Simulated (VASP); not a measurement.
Given:

```yaml
crystal:
  lattice:
    - [0.00000, 2.63312, 2.63312]
    - [2.63312, 0.00000, 2.63312]
    - [2.63312, 2.63312, 0.00000]
  atoms:
    - { symbol: Ti, position: [0.00000, 0.00000, 0.00000] }
    - { symbol: Al, position: [0.50000, 0.50000, 0.50000] }
```

All values below come from r2SCAN meta-GGA, VASP's PBE PAW potentials (set 64) (plane waves; VASP). Run with 400 eV cut-off, 13×13×13 Γ-centred mesh, tetrahedra with Blöchl corrections, potentials Ti_sv Al.

Tabulate the total density of states (states/eV per cell) against energy (eV; zero at the valence-band maximum or, without a gap, the Fermi level).

```json
[
 {"E (eV)": "-9.97", "DOS (states/eV)": "0.00"},
 {"E (eV)": "-9.73", "DOS (states/eV)": "0.00"},
 {"E (eV)": "-9.50", "DOS (states/eV)": "0.00"},
 {"E (eV)": "-9.27", "DOS (states/eV)": "0.00"},
 {"E (eV)": "-9.03", "DOS (states/eV)": "0.00"},
 {"E (eV)": "-8.80", "DOS (states/eV)": "0.00"},
 {"E (eV)": "-8.56", "DOS (states/eV)": "0.00"},
 {"E (eV)": "-8.33", "DOS (states/eV)": "0.01"},
 {"E (eV)": "-8.10", "DOS (states/eV)": "0.10"},
 {"E (eV)": "-7.86", "DOS (states/eV)": "0.14"},
 {"E (eV)": "-7.75", "DOS (states/eV)": "0.17"},
 {"E (eV)": "-7.51", "DOS (states/eV)": "0.20"},
 {"E (eV)": "-7.28", "DOS (states/eV)": "0.23"},
 {"E (eV)": "-7.04", "DOS (states/eV)": "0.26"},
 {"E (eV)": "-6.81", "DOS (states/eV)": "0.29"},
 {"E (eV)": "-6.58", "DOS (states/eV)": "0.33"},
 {"E (eV)": "-6.34", "DOS (states/eV)": "0.36"},
 {"E (eV)": "-6.11", "DOS (states/eV)": "0.39"},
 {"E (eV)": "-5.88", "DOS (states/eV)": "0.43"},
 {"E (eV)": "-5.64", "DOS (states/eV)": "0.47"},
 {"E (eV)": "-5.41", "DOS (states/eV)": "0.52"},
 {"E (eV)": "-5.17", "DOS (states/eV)": "0.59"},
 {"E (eV)": "-4.94", "DOS (states/eV)": "0.71"},
 {"E (eV)": "-4.71", "DOS (states/eV)": "0.98"},
 {"E (eV)": "-4.47", "DOS (states/eV)": "1.16"},
 {"E (eV)": "-4.24", "DOS (states/eV)": "1.09"},
 {"E (eV)": "-4.01", "DOS (states/eV)": "0.14"},
 {"E (eV)": "-3.77", "DOS (states/eV)": "0.03"},
 {"E (eV)": "-3.54", "DOS (states/eV)": "0.15"},
 {"E (eV)": "-3.31", "DOS (states/eV)": "0.29"},
 {"E (eV)": "-3.19", "DOS (states/eV)": "0.32"},
 {"E (eV)": "-2.95", "DOS (states/eV)": "0.44"},
 {"E (eV)": "-2.72", "DOS (states/eV)": "0.62"},
 {"E (eV)": "-2.49", "DOS (states/eV)": "0.96"},
 {"E (eV)": "-2.25", "DOS (states/eV)": "2.29"},
 {"E (eV)": "-2.02", "DOS (states/eV)": "0.85"},
 {"E (eV)": "-1.78", "DOS (states/eV)": "1.42"},
 {"E (eV)": "-1.55", "DOS (states/eV)": "1.54"},
 {"E (eV)": "-1.32", "DOS (states/eV)": "1.72"},
 {"E (eV)": "-1.08", "DOS (states/eV)": "1.79"},
 {"E (eV)": "-0.85", "DOS (states/eV)": "1.56"},
 {"E (eV)": "-0.62", "DOS (states/eV)": "1.41"},
 {"E (eV)": "-0.38", "DOS (states/eV)": "3.00"},
 {"E (eV)": "-0.15", "DOS (states/eV)": "3.19"},
 {"E (eV)": "0.09", "DOS (states/eV)": "1.81"},
 {"E (eV)": "0.32", "DOS (states/eV)": "1.30"},
 {"E (eV)": "0.55", "DOS (states/eV)": "0.93"},
 {"E (eV)": "0.79", "DOS (states/eV)": "0.68"},
 {"E (eV)": "1.02", "DOS (states/eV)": "1.03"},
 {"E (eV)": "1.25", "DOS (states/eV)": "1.29"},
 {"E (eV)": "1.37", "DOS (states/eV)": "1.44"},
 {"E (eV)": "1.60", "DOS (states/eV)": "1.97"},
 {"E (eV)": "1.84", "DOS (states/eV)": "3.00"},
 {"E (eV)": "2.07", "DOS (states/eV)": "4.15"},
 {"E (eV)": "2.31", "DOS (states/eV)": "4.60"},
 {"E (eV)": "2.54", "DOS (states/eV)": "0.72"},
 {"E (eV)": "2.77", "DOS (states/eV)": "3.19"},
 {"E (eV)": "3.01", "DOS (states/eV)": "2.05"},
 {"E (eV)": "3.24", "DOS (states/eV)": "0.90"},
 {"E (eV)": "3.48", "DOS (states/eV)": "0.66"}
]
```
Within 2 eV below the Fermi level the largest weight inside VASP's projection spheres is Ti d.

The structure was generated: TiAl was put into the rock salt type (Fm-3m), which need not be its known phase. It was relaxed first, which changed the volume by -35 %. The electron count is odd and the run is not spin-polarised, which forces a metal.
